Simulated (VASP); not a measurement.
OSZICAR of a VASP run on AlN (wurtzite):

**OSZICAR**
```
       N       E                     dE             d eps       ncg     rms          rms(c)
DAV:   1     0.546425536421E+02    0.54643E+02   -0.75579E+03   576   0.118E+03
DAV:   2    -0.286340923442E+02   -0.83277E+02   -0.76476E+02   852   0.226E+02
DAV:   3    -0.328116736719E+02   -0.41776E+01   -0.41609E+01   748   0.543E+01
DAV:   4    -0.328469862644E+02   -0.35313E-01   -0.35306E-01   656   0.581E+00
DAV:   5    -0.328475062687E+02   -0.52000E-03   -0.51999E-03   728   0.719E-01    0.121E+01
DAV:   6    -0.283026308914E+02    0.45449E+01   -0.16476E+01   692   0.309E+01    0.450E+00
DAV:   7    -0.283413240229E+02   -0.38693E-01   -0.60098E-01   648   0.623E+00    0.300E+00
DAV:   8    -0.283551014101E+02   -0.13777E-01   -0.74670E-02   624   0.299E+00    0.497E-01
DAV:   9    -0.283509607693E+02    0.41406E-02   -0.19491E-02   732   0.108E+00    0.255E-01
DAV:  10    -0.283519830204E+02   -0.10223E-02   -0.41843E-03   664   0.490E-01    0.155E-01
DAV:  11    -0.283518413318E+02    0.14169E-03   -0.47030E-04   672   0.168E-01    0.376E-02
DAV:  12    -0.283518482695E+02   -0.69377E-05   -0.20404E-05   596   0.463E-02    0.136E-02
DAV:  13    -0.283518477285E+02    0.54103E-06   -0.15603E-05   716   0.295E-02    0.808E-03
DAV:  14    -0.283518476185E+02    0.10999E-06   -0.94363E-07   320   0.940E-03
   1 F= -.28351848E+02 E0= -.28351848E+02  d E =-.283518E+02
```

**Question.** Which electronic solver shows in the log?

**Answer.** It is blocked Davidson (ALGO = Normal, or the opening steps of other solvers). The INCAR had ALGO = Normal.

**Question.** Can the final energy be trusted as converged?

**Answer.** The calculation finished and met its thresholds. It stopped with EDIFF = 1E-6, NELM = 100, NSW = 60 and EDIFFG = -0.02 after 1 ionic step (RPBE GGA, plane waves, VASP's PBE PAW potentials (set 64)).

The compound is AlN in the wurtzite structure. It was relaxed first. The start is the result of an earlier pass.
